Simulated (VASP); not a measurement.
All values below come from r2SCAN meta-GGA, VASP's PBE PAW potentials (set 64) (plane waves; VASP).

VASP input:

File KPOINTS:
```
Automatic
0
Gamma
10 10 8
0 0 0
```

File POSCAR:
```
Se
1.0
  4.4982357247   0.0000000000   0.0000000000
 -2.2491178624   3.8955865624   0.0000000000
  0.0000000000   0.0000000000   4.9922232150
Se
3
direct
  0.2175248090   0.0000000000   0.1666670000
  0.0000000000   0.2175248091   0.8333330000
  0.7824751910   0.7824751909   0.5000000000
```

**INCAR**
```
LMAXMIX=4   # l cut-off of mixed one-centre charges
NBANDS=39
LOPTICS=.True.
ENCUT=400
NELM=100   # most electronic steps
SIGMA=0.01   # width (eV)
LPEAD=.True.
SYSTEM=Se
NEDOS=1001
CSHIFT=0.1
LASPH=.True.
EDIFF=1E-7
PREC=Accurate
LCHARG=.False.
LWAVE=.False.
ALGO=Normal   # blocked Davidson
METAGGA=R2SCAN
ISMEAR=0   # Gaussian
LMIXTAU=.True.
LREAL=.False.   # projection in real space or not
```

POTCAR, in this order: Se (PBE.64 set). Program: vasp_std.

What VASP printed:

### OSZICAR
```
       N       E                     dE             d eps       ncg     rms          rms(c)
DAV:   1     0.334916207927E+02    0.33492E+02   -0.52893E+03  7332   0.315E+02
DAV:   2    -0.427788863383E+02   -0.76271E+02   -0.71657E+02  9188   0.859E+01
DAV:   3    -0.464715573450E+02   -0.36927E+01   -0.36507E+01  9130   0.180E+01
DAV:   4    -0.464882842016E+02   -0.16727E-01   -0.16725E-01  8679   0.131E+00
DAV:   5    -0.464883438195E+02   -0.59618E-04   -0.59617E-04  9049   0.808E-02    0.695E+00
DAV:   6    -0.438231315893E+02    0.26652E+01   -0.23368E-01  7808   0.188E+00    0.475E+00
DAV:   7    -0.414099491984E+02    0.24132E+01   -0.46153E-01  8187   0.256E+00    0.126E+00
DAV:   8    -0.425610645928E+02   -0.11511E+01   -0.15236E-01  7823   0.145E+00    0.593E-01
DAV:   9    -0.427516648275E+02   -0.19060E+00   -0.58626E-02  7409   0.955E-01    0.160E-01
DAV:  10    -0.429161347520E+02   -0.16447E+00   -0.84038E-02  7332   0.115E+00    0.158E-01
DAV:  11    -0.429051713860E+02    0.10963E-01   -0.45566E-03  8689   0.296E-01    0.153E-01
DAV:  12    -0.429100152339E+02   -0.48438E-02   -0.50220E-04  8491   0.983E-02    0.570E-02
DAV:  13    -0.429236179709E+02   -0.13603E-01   -0.48097E-03  7563   0.304E-01    0.163E-02
DAV:  14    -0.429238212384E+02   -0.20327E-03   -0.18588E-04  8650   0.457E-02    0.313E-02
DAV:  15    -0.429238411784E+02   -0.19940E-04   -0.17994E-05  8423   0.178E-02    0.193E-02
DAV:  16    -0.429238469797E+02   -0.58013E-05   -0.33871E-05  7850   0.254E-02    0.328E-02
DAV:  17    -0.429239350684E+02   -0.88089E-04   -0.29150E-05  7850   0.229E-02    0.256E-02
DAV:  18    -0.429239348242E+02    0.24420E-06   -0.75526E-07  9308   0.289E-03    0.225E-02
DAV:  19    -0.429239368101E+02   -0.19860E-05   -0.50602E-07  8172   0.322E-03    0.162E-02
DAV:  20    -0.429239312612E+02    0.55489E-05   -0.11149E-06  7999   0.404E-03    0.521E-03
DAV:  21    -0.429239324874E+02   -0.12262E-05   -0.19061E-07  8221   0.183E-03    0.173E-03
DAV:  22    -0.429239323619E+02    0.12553E-06   -0.20777E-08  5993   0.532E-04    0.474E-04
DAV:  23    -0.429239322677E+02    0.94223E-07   -0.70370E-09  4872   0.376E-04
   1 F= -.42923932E+02 E0= -.42923932E+02  d E =-.172019E-34
 imaginary and real dielectric function
```

### OUTCAR
```
------------------------ aborting loop because EDIFF is reached ----------------------------------------
  FORCE on cell =-STRESS in cart. coord.  units (eV):
  Direction    XX          YY          ZZ          XY          YZ          ZX
  --------------------------------------------------------------------------------------
  Total       -0.0253255     -0.0253255     -0.0396856      0.0000000      0.0000000      0.0000000
  in kB       -0.4638302     -0.4638302     -0.7268329      0.0000000      0.0000000      0.0000000
  external PRESSURE =      -0.5514978 kB  Pullay stress =       0.0000000 kB
  volume of cell :       87.48
      direct lattice vectors                 reciprocal lattice vectors
     4.498235725  0.000000000  0.000000000     0.222309381  0.128350376  0.000000000
    -2.249117862  3.895586562  0.000000000     0.000000000  0.256700752  0.000000000
     0.000000000  0.000000000  4.992223215     0.000000000  0.000000000  0.200311556
 POSITION                                       TOTAL-FORCE (eV/Angst)
 -----------------------------------------------------------------------------------
      0.97848      0.00000      0.83204        -0.002401      0.000000      0.000000
     -0.48924      0.84739      4.16018         0.001201     -0.002079     -0.000000
      1.75988      3.04820      2.49611         0.001201      0.002079     -0.000000
 -----------------------------------------------------------------------------------
    total drift:                               -0.000082      0.000545      0.000011
  FREE ENERGIE OF THE ION-ELECTRON SYSTEM (eV)
  ---------------------------------------------------
  free  energy   TOTEN  =       -42.9239322677 eV

  energy  without entropy=      -42.9239322677  energy(sigma->0) =      -42.92393227

 plasma frequency squared (from intraband transitions) (eV^2)
  --------------------------------------------------------------------------------------
       0.000       0.000       0.000
       0.000       0.000       0.000
       0.000       0.000       0.000

 plasma frequency squared (from interband transitions, int dw w eps(2)(w)) (eV^2)
  --------------------------------------------------------------------------------------
     283.400       0.000      -0.000       0.000       0.000       0.000
      -0.000      -0.000     283.400       0.000      -0.000       0.000
       0.000      -0.000      -0.000      -0.000     285.317       0.000
```
(Selected blocks of OUTCAR.)

File OUTCAR:
```
 val. band max:        1.7696933515   @ k =   0.5000   0.0000   0.5000

 cond. band min:       3.1516702683   @ k =   0.3000   0.3000   0.5000


 Fermi energy:         1.8529306696

 k-point     1 :       0.0000    0.0000    0.0000
  band No.  band energies     occupation
      1     -14.4706      2.00000
      2     -10.2674      2.00000
      3     -10.2674      2.00000
      4      -2.2107      2.00000
      5      -2.2107      2.00000
      6      -1.8932      2.00000
      7      -0.2974      2.00000
      8      -0.2973      2.00000
      9       1.3705      2.00000
     10       4.0126      0.00000
     11       4.0126      0.00000
     12       4.3422      0.00000
     13       8.2471      0.00000
     14       8.7933      0.00000
     15       8.7934      0.00000
     16      10.7130      0.00000
     17      11.0390      0.00000
     18      11.2471      0.00000
     19      11.2471      0.00000
     20      13.7996      0.00000
     21      13.7996      0.00000
     22      16.3087      0.00000
     23      16.3087      0.00000
     24      21.0869      0.00000
     25      21.0870      0.00000
     26      21.5452      0.00000
     27      21.7013      0.00000
     28      22.3292      0.00000
     29      23.1015      0.00000
     30      23.1015      0.00000
     31      24.0116      0.00000
     32      24.0116      0.00000
     33      25.5198      0.00000
     34      25.5198      0.00000
     35      26.0438      0.00000
     36      26.1051      0.00000
     37      26.4622      0.00000
     38      26.4622      0.00000
     39      26.9329      0.00000

 k-point     2 :       0.1000    0.0000    0.0000
  band No.  band energies     occupation
      1     -14.4390      2.00000
      2     -10.2989      2.00000
      3     -10.2653      2.00000
      4      -2.4651      2.00000
      5      -2.3158      2.00000
      6      -1.7953      2.00000
      7      -0.2987      2.00000
      8      -0.1442      2.00000
      9       1.3036      2.00000
...
```

The dielectric response may not be converged in the k-mesh; for small gaps it tends to come out too large.

The structure comes from a measured Se entry (P3_221) of the Crystallography Open Database, whose conditions weren't checked. It was relaxed first, which changed the volume by +8 %.
